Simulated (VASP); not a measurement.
Consider the following.

```
CELL_PARAMETERS angstrom
      0.00000     2.69659     2.69659
      2.69659     0.00000     2.69659
      2.69659     2.69659     0.00000
ATOMIC_POSITIONS crystal
  Al 0.00000 0.00000 0.00000
  P  0.25000 0.25000 0.25000
```

Method: HSEsol screened hybrid, VASP's PBE PAW potentials (set 64) (plane waves; VASP). Run with 520 eV cut-off, 6×6×6 Γ-centred mesh, Gaussian smearing of 0.050 eV, potentials Al P.

Q: Predict the energy per atom (σ→0), pressure, band gap (on the k-mesh) with the smallest direct gap where there is one.

A: 
The band gap (on the k-mesh) is 2.12 eV, the smallest direct gap (on the k-mesh) comes out as 4.50 eV and the energy per atom (σ→0) is -6.216 eV/atom. The pressure is 3.13 GPa.

Only differences to runs with the same potentials and settings are physical.

The compound is AlP in the zinc blende structure. This cell is one point of a volume scan, at 0.94 of the reference volume. The cell's shape comes from a PBE relaxation.
